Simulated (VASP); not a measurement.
GePd, 8 atoms in the cell. Symmetry: Pnma, No. 62, orthorhombic system. Conventional cell: a = 5.867 Å, b = 3.554 Å, c = 6.365 Å, α = 90.00°, β = 90.00°, γ = 90.00°. Ge (site symmetry m) has 6 Pd at 2.52 to 2.68 Å as nearest neighbours. Pd (site symmetry m) is surrounded by 6 Ge at 2.52 to 2.68 Å. The cell was built by a generator and needn't be a form met in nature.

* Program: VASP 6.6.1
* Task: single point
* Functional: r2SCAN
* Potentials or basis: VASP PAW PBE potentials, release 64 (Ge_d, Pd)
* Cutoff: 520 eV
* k mesh: 6 × 8 × 6
* Occupations: gaussian, width 0.1 eV
* Spin: no spin polarisation
* Further INCAR settings: ALGO = Normal; EDIFF = 1e-06; NBANDS = 58

Potentials or basis: VASP PAW PBE potentials, release 64 (Ge_d, Pd).

Command:

```console
$ cat potpaw_PBE.64/Ge_d/POTCAR potpaw_PBE.64/Pd/POTCAR > POTCAR
$ mpirun -np 8 vasp_std > vasp.out
```

Hardware: 8 MPI ranks on Intel(R) Xeon(R) Platinum 8488C (Sapphire Rapids), with other jobs on the host.

Q: Estimate the wall time of this run.

A: Wall time 4.1 min on 8 MPI ranks on Intel(R) Xeon(R) Platinum 8488C (Sapphire Rapids), with other jobs on the host, peak memory 0.6 GiB a rank. Counts: scf iterations 19, k points 80.
